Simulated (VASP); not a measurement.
These are HSE06 screened hybrid, VASP's PBE PAW potentials (set 64) (plane waves; VASP) values and carry that method's errors.

VASP input:

POSCAR:
```
Ga32As31C
1
   11.5222104216     0.0000000000     0.0000000000
    0.0000000000    11.5222104216     0.0000000000
    0.0000000000     0.0000000000    11.5222104216
Ga As C
32 31 1
Direct
  0.5012075337   0.0027183135   0.0025348172
  0.7499694674   0.2498954180   0.0024121256
  0.7499737073   0.0023743644   0.2497612271
  0.9999091263   0.0001352289   0.0000809539
  0.2524661224   0.2512173873   0.0024867308
  0.4998528178   0.5000486532   0.0022381452
  0.7488677644   0.7471443573   0.0025282683
  0.2523324982   0.0024235842   0.2509974496
  0.5199993599   0.2704836908   0.2705613438
  0.7285705162   0.4788720017   0.2706138879
  0.4997361948   0.0021731908   0.4999777624
  0.7285682524   0.2701190737   0.4791903518
  0.7488767686   0.0023068161   0.7474724683
  0.9970699209   0.4988430876   0.0025464647
  0.2500946084   0.7499620081   0.0000643146
  0.9973993487   0.2500208952   0.2499239828
  0.2521243399   0.5001301142   0.2497472079
  0.4999161009   0.7476663329   0.2498031707
  0.9971540273   0.0026870433   0.4988003465
  0.2521637096   0.2498921941   0.5000382937
  0.5198726495   0.4792855642   0.4791736873
  0.7499384340   0.7472937171   0.4999219796
  0.2501039679   0.0001922352   0.7498801582
  0.4998861987   0.2500494843   0.7475517622
  0.7498917707   0.4998637694   0.7472647516
  0.9970682919   0.7471658130   0.2511569327
  0.9972217200   0.4998432156   0.4998668354
  0.2522114353   0.7474718871   0.4988062138
  0.9971556311   0.2511448963   0.7472102485
  0.2522185796   0.4989899679   0.7475343315
  0.5011887076   0.7472994785   0.7471963662
  0.9998533095   0.7498647264   0.7498189443
  0.6232871497   0.1308918772   0.1308725994
  0.8689417990   0.3766024408   0.1308939119
  0.8690051366   0.1308355112   0.3765262750
  0.1251683661   0.1255476029   0.1254736267
  0.3805932156   0.3735035042   0.1306493087
  0.6264699376   0.6191237515   0.1307905050
  0.8745066906   0.8747067598   0.1253779366
  0.3804787406   0.1305456696   0.3733835923
  0.8687837322   0.6188256782   0.3731943998
  0.6263725276   0.1304158425   0.6194185253
  0.8688068464   0.3729260082   0.6188645938
  0.8745143037   0.1254197224   0.8747735123
  0.1245862617   0.6245838495   0.1253507452
  0.3754814460   0.8753247191   0.1254042970
  0.1249274900   0.3750114700   0.3749765784
  0.3804577383   0.6194564548   0.3764257711
  0.6250081147   0.8749717818   0.3749742508
  0.1246497199   0.1254170870   0.6245770087
  0.3804512376   0.3766467721   0.6193951457
  0.6231628750   0.6189939749   0.6189790112
  0.8744845991   0.8751313185   0.6244650250
  0.3754412303   0.1255310103   0.8752612539
  0.6250100616   0.3749946954   0.8750149423
  0.8744289827   0.6244242141   0.8750442098
  0.1247465095   0.8750035087   0.3749909221
  0.1249844705   0.6244549620   0.6244466221
  0.3753153151   0.8746836990   0.6245729864
  0.1247733728   0.3749825221   0.8750320738
  0.3754117750   0.6246035008   0.8747141397
  0.6249704577   0.8748870296   0.8750666500
  0.1250134340   0.8750366898   0.8749836071
  0.6244345820   0.3747398617   0.3749644487
```

### KPOINTS
```
Automatic mesh
0
Gamma
1 1 1
0 0 0
```

INCAR:
```
SIGMA  =  0.05
LHFCALC  =  .TRUE.
ISMEAR  =  0
GGA  =  PE   # PBE
HFSCREEN  =  0.2   # 1/Angstrom
ISYM  =  0
LCHARG  =  .FALSE.
LWAVE  =  .FALSE.
NELM  =  50
PREC  =  Normal
ISIF  =  0
LREAL  =  Auto
ALGO  =  Normal   # blocked Davidson
LASPH  =  .TRUE.
NELMIN  =  4
AEXX  =  0.25
SYSTEM  =  Ga32As31C
EDIFF  =  1E-5
LMAXMIX  =  4
NELECT  =  256.0
ENCUT  =  400
PRECFOCK  =  Fast
```

POTCAR, in this order: Ga As C (PBE.64 set). Program: vasp_gam. Read from the step before: WAVECAR.

The cell is charged, with a uniform compensating background. The supercell is sampled at Γ alone, which is coarse: total energies, pressure and levels can be off, energies of defects by several tenths of an eV.

### Question
What does the run give for the energy per atom (σ→0)?

### Answer

- energy per atom (σ→0): -4865 meV/atom

File OSZICAR:
```
...
DAV:   5    -0.311384235124E+03    0.78199E-02   -0.64336E-03   372   0.127E-01    0.165E+00
DAV:   6    -0.311381522228E+03    0.27129E-02   -0.13068E-03   356   0.653E-02    0.915E-01
DAV:   7    -0.311380536389E+03    0.98584E-03   -0.38317E-04   348   0.407E-02    0.496E-01
DAV:   8    -0.311380227681E+03    0.30871E-03   -0.22267E-04   340   0.297E-02    0.263E-01
DAV:   9    -0.311380138710E+03    0.88971E-04   -0.47662E-05   283   0.149E-02    0.140E-01
DAV:  10    -0.311380115636E+03    0.23074E-04   -0.18187E-05   203   0.973E-03    0.748E-02
DAV:  11    -0.311380113619E+03    0.20171E-05   -0.10552E-05   203   0.664E-03
   1 F= -.31138011E+03 E0= -.31138011E+03  d E =-.498574E-14
```

The cell is a supercell with a defect, built from GaAs (zinc blende): C_As, charge -1. The cell's shape comes from a PBE relaxation. The run is not spin-polarised, so no state with unpaired spins was tried.
